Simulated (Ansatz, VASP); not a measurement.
ScPt: VASP beside Ansatz

File INCAR:

```
PREC     = Accurate       # precision mode
ENCUT    = 520            # plane-wave cutoff, eV
EDIFF    = 1E-6           # SCF threshold, eV
ISMEAR   = -1             # smearing method
SIGMA    = 0.15           # smearing width, eV
LREAL    = F              # projectors in reciprocal space
LASPH    = T              # aspherical terms in the spheres
NELM     = 80             # most SCF steps
ALGO     = Fast           # electronic algorithm
ISIF     = 2              # what is computed and relaxed
LWAVE    = F              # write WAVECAR
LCHARG   = F              # write CHGCAR
NBANDS   = 18             # bands
```

The input KPOINTS:

```
regular mesh
0
Gamma
  14 14 14
```

File POSCAR:

```
ScPt
1.0
    3.2079405987      0.0000000000      0.0000000000
    0.0000000000      3.2079405987      0.0000000000
    0.0000000000      0.0000000000      3.2079405987
Sc Pt
1 1
Direct
    0.5000000000      0.5000000000      0.5000000000
    0.0000000000      0.0000000000      0.0000000000
```

Input for Ansatz:

```yaml
crystal:
  lattice:
    - [3.2079405987, 0.0, 0.0]
    - [0.0, 3.2079405987, 0.0]
    - [0.0, 0.0, 3.2079405987]
  atoms:
    - { symbol: Sc, position: [0.5, 0.5, 0.5] }
    - { symbol: Pt, position: [0.0, 0.0, 0.0] }
basis:
  ecutwfc: 420
kpoints:
  mp_grid: { grid: [14, 14, 14] }
hamiltonian:
  xc: lda
scf:
  occupations: { method: fermi_dirac, width: 0.15 }
output:
  forces: true
  stress: true
  eigenvalues: true
  write_density: true
  write_potential: true
  elf: true
  volumetric_format: npy
```

Alike in both runs: task single point; functional LDA; k mesh 14 × 14 × 14; occupations fermi-dirac, width 0.15 eV; no spin polarisation.

```csv
,VASP,Ansatz
version,VASP 6.6.1,Ansatz 0.2.0
potentials or method,"VASP PAW LDA potentials, release 64 (Sc_sv, Pt)","scalar-relativistic, plane waves, PAW"
plane-wave cutoff (eV),520,420
valence electrons in the cell,21,29
```

```tsv
	VASP	Ansatz	Ansatz less VASP
gap on the k mesh at the Fermi level (eV)	none	none	-
pressure (GPa)	4.2	3.4	-0.73
```

A gap of «none» marks a metal or a gap that the smearing closes. The two sets of potentials don't hold the same shells in valence.

Spin-orbit coupling is left out, which matters for the levels of Pt.
